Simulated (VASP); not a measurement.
Wanted: the native input for a VASP 6.6.1 run.

| Quantity | Value |
| --- | --- |
| Task | single point |
| Functional | PBE |
| Potentials or basis | VASP PAW PBE potentials, release 64 (Zr_sv, C) |
| Cutoff | 450 eV |
| k mesh | 12 × 12 × 12 |
| Occupations | gaussian, width 0.1 eV |
| Spin | no spin polarisation |
| Further INCAR settings | ALGO = Normal; EDIFF = 1e-07; NBANDS = 15 |

The structure of ZrC lies in POSCAR:

```
ZrC
1.0
    0.0000000000      2.3650000000      2.3650000000
    2.3650000000      0.0000000000      2.3650000000
    2.3650000000      2.3650000000      0.0000000000
Zr C
1 1
Direct
    0.5000000000      0.5000000000      0.5000000000
    0.0000000000      0.0000000000      0.0000000000
```

One way to write it, as run:

INCAR

```
SYSTEM = ZrC
  PREC = Accurate
  ENCUT = 450
  EDIFF = 1E-7
  ISMEAR = 0
  SIGMA = 0.1
  LREAL = .False.
  LASPH = .True.
  NELM = 60
  ALGO = Normal
  ISIF = 2
  LWAVE = .False.
  LCHARG = .False.
  GGA = PE
  NBANDS = 15
```

KPOINTS

```
regular mesh
0
Gamma
  12 12 12
  0 0 0
```

Potentials or basis: VASP PAW PBE potentials, release 64 (Zr_sv, C).

Run with:

```console
$ cat potpaw_PBE.64/Zr_sv/POTCAR potpaw_PBE.64/C/POTCAR > POTCAR
$ mpirun -np 1 vasp_std > vasp.out
```

It gave:

```json
{
  "Band gap on the k mesh": "none (metal or under the smearing width)"
}
```

Wall time 20 s on 1 thread of AMD EPYC 7R13 Processor (Zen 3) (shared host), peak memory 0.12 GiB.
